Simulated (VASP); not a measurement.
VASP ran on this input.

File POSCAR:
```
SiS2
1
   -2.6714490000     2.6714490000     4.1682100000
    2.6714490000    -2.6714490000     4.1682100000
    2.6714490000     2.6714490000    -4.1682100000
Si S
2 4
Direct
  0.7500000000   0.2500000000   0.5000000000
  0.0000000000   0.0000000000   0.0000000000
  0.0920100000   0.1250000000   0.4670100000
  0.8750000000   0.3420100000   0.9670100000
  0.6579900000   0.6250000000   0.5329900000
  0.3750000000   0.9079900000   0.0329900000
```

KPOINTS:
```
Automatic mesh
0
Gamma
7 7 7
0 0 0
```

**INCAR**
```
# general
SYSTEM  =  SiS2
PREC    =  Accurate
ENCUT   =  300
LREAL   =  .FALSE.
LASPH   =  .TRUE.   # aspherical one-centre terms

# electronic loop
EDIFF   =  1E-6   # SCF stop (eV)
NELM    =  100   # most electronic steps
ALGO    =  Normal   # blocked Davidson

# smearing
ISMEAR  =  0   # Gaussian
SIGMA   =  0.01   # width (eV)

# ions
ISIF    =  2   # forces and stress, cell fixed

# output
LWAVE   =  .FALSE.
LCHARG  =  .FALSE.
```

POTCAR, in this order: Si S (LDA.64 set). Program: vasp_std.

Problem. Write an equivalent input for Ansatz.

Solution. One equivalent input (not run):
Ansatz 0.2 input:
```yaml
crystal:
  lattice:
    - [-2.6714490, 2.6714490, 4.1682100]
    - [2.6714490, -2.6714490, 4.1682100]
    - [2.6714490, 2.6714490, -4.1682100]
  atoms:
    - { symbol: Si, position: [0.7500000, 0.2500000, 0.5000000] }
    - { symbol: Si, position: [0.0000000, 0.0000000, 0.0000000] }
    - { symbol: S, position: [0.0920100, 0.1250000, 0.4670100] }
    - { symbol: S, position: [0.8750000, 0.3420100, 0.9670100] }
    - { symbol: S, position: [0.6579900, 0.6250000, 0.5329900] }
    - { symbol: S, position: [0.3750000, 0.9079900, 0.0329900] }
kpoints:
  mp_grid: { grid: [7, 7, 7] }
hamiltonian:
  xc: lda
  pseudopotentials: { kind: paw }
scf:
  occupations: { method: gaussian, width: 0.01 }
  max_iter: 100
output: { forces: true, stress: true, eigenvalues: true }
```
Limits of the translation: each code has its own PAW files, so the cut-off isn't converted (ENCUT is set for VASP's; basis.ecutwfc is left out, and Ansatz then takes the one that its files recommend); Ansatz stops its SCF on the density residual and VASP on the energy change (EDIFF); Ansatz's lda is the Perdew-Wang form, while the LDA potentials of VASP carry Perdew-Zunger's.

The structure comes from a computed database's SiS2 entry; how it stands against other phases isn't given here. The cell was not relaxed at this level, and its volume differs by -5.9 % from the start's.
